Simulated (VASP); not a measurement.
Input:

```yaml
crystal:
  lattice:
    - [0.00000, 2.96440, 2.96440]
    - [2.96440, 0.00000, 2.96440]
    - [2.96440, 2.96440, 0.00000]
  atoms:
    - { symbol: Al, position: [0.25000, 0.25000, 0.25000] }
    - { symbol: Al, position: [0.75000, 0.75000, 0.75000] }
    - { symbol: Au, position: [0.00000, 0.00000, 0.00000] }
```

Method: PBE GGA with D4 dispersion, VASP's PBE PAW potentials (set 64) (plane waves; VASP 6.6.1). Settings: 520 eV cut-off, 9×9×9 Γ-centred mesh, first-order Methfessel-Paxton smearing of 0.10 eV, potentials Al Au.

Task: Give the stress tensor in GPa (positive for a compressed cell).

Result: 
```
3.98  0.00  0.00
0.00  3.98  0.00
0.00  0.00  3.98
```
The pressure is its mean diagonal, 3.98 GPa.

The compound is AuAl2 in the fluorite structure. This cell is one point of a volume scan, at 0.97 of the reference volume. The electron count is odd and the run is not spin-polarised, which forces a metal.
